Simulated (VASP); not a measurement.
Input of a VASP 6.6.1 run:

Contents of INCAR:

```
PREC     = Normal         # precision mode
ENCUT    = 520            # plane-wave cutoff, eV
EDIFF    = 1E-4           # SCF threshold, eV
ISMEAR   = 0              # smearing method
SIGMA    = 0.15           # smearing width, eV
LREAL    = F              # projectors in reciprocal space
LASPH    = T              # aspherical terms in the spheres
NELM     = 60             # most SCF steps
ALGO     = Fast           # electronic algorithm
ISIF     = 3              # what is computed and relaxed
LWAVE    = F              # write WAVECAR
LCHARG   = F              # write CHGCAR
GGA      = PE             # functional
IBRION   = 2              # ionic algorithm
NSW      = 24             # ionic steps
EDIFFG   = -0.08          # ionic threshold
KPAR     = 4
```

Contents of KPOINTS:

```
regular mesh
0
Gamma
  4 4 3
```

File POSCAR:

```
HfSi2B4
1.0
    4.1061602500      0.0000000000      0.0000000000
    0.0000000000      4.1061602500      0.0000000000
    0.0000000000      0.0000000000      5.7226271800
Hf Si B
1 2 4
Direct
    0.0000000000      0.0000000000      0.0000000000
    0.5000000000      0.5000000000      0.5000000000
    0.0000000000      0.0000000000      0.5000000000
    0.7751703600      0.5000000000      0.0000000000
    0.2248296400      0.5000000000      0.0000000000
    0.5000000000      0.7751703600      0.0000000000
    0.5000000000      0.2248296400      0.0000000000
```

Potentials or basis: VASP PAW PBE potentials, release 64 (Hf_pv, Si, B).

Command:

```bash
$ cat potpaw_PBE.64/Hf_pv/POTCAR potpaw_PBE.64/Si/POTCAR potpaw_PBE.64/B/POTCAR > POTCAR
$ mpirun -np 4 vasp_std > vasp.out
```

**Question.** Predict the band gap on the k mesh.

**Answer.** None (metal or under the smearing width).

**Question.** What does it give for the space group after relaxing (to 0.05 Å)?

**Answer.** P4/mmm (No. 123).

Forces in eV/Å, atoms in the order of the input:
```
Hf   0.000  0.000  0.000
Si   0.000  0.000  0.000
Si   0.000  0.000  0.000
B    0.060  0.000  0.000
B   -0.060  0.000  0.000
B    0.000  0.060  0.000
B    0.000 -0.060  0.000
```

Caveat: the k mesh is coarse (spacing up to 0.38 Å⁻¹), so the values aren't converged; the relaxation stopped at a loose force limit of 0.08 eV/Å, so its end isn't a converged minimum. The run has no spin-orbit coupling, so splittings on Hf are missing.
